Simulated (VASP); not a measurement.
Given:

```
CELL_PARAMETERS angstrom
      0.00000     3.53500     3.53500
      3.53500     0.00000     3.53500
      3.53500     3.53500     0.00000
ATOMIC_POSITIONS crystal
  K  0.00000 0.00000 0.00000
  I  0.50000 0.50000 0.50000
```

These are vdW-DF-cx, VASP's PBE PAW potentials (set 64) (plane waves; VASP 6.6.1) values and carry that method's errors. Run with 520 eV cut-off, Gaussian smearing of 0.050 eV, potentials K_sv I.

Unless said otherwise, spin-orbit coupling is left out, though it shifts the bands of the heavy elements here.

### Question
Give the energies of bands 6 to 11 at the high-symmetry points, in eV from the valence-band maximum.

### Answer

```csv
band,Γ,X,U,L,W
6,0.00,-1.00,-0.85,-1.31,-0.73
7,0.00,-0.37,-0.75,-0.33,-0.73
8,0.00,-0.37,-0.38,-0.33,-0.59
9,4.02,4.97,5.65,5.54,6.50
10,6.53,5.86,6.72,7.78,6.50
11,6.53,8.14,7.66,8.16,6.73
```

The gap is direct, 4.02 eV, from the valence maximum at Γ to the conduction minimum at Γ.

Measured: gap 6.10 eV (computed value off by -2.08 eV), as given by Aguado et al., (1998), arXiv:cond-mat/9809176.

The compound is KI in the rock salt structure. The cell was not relaxed at this level.
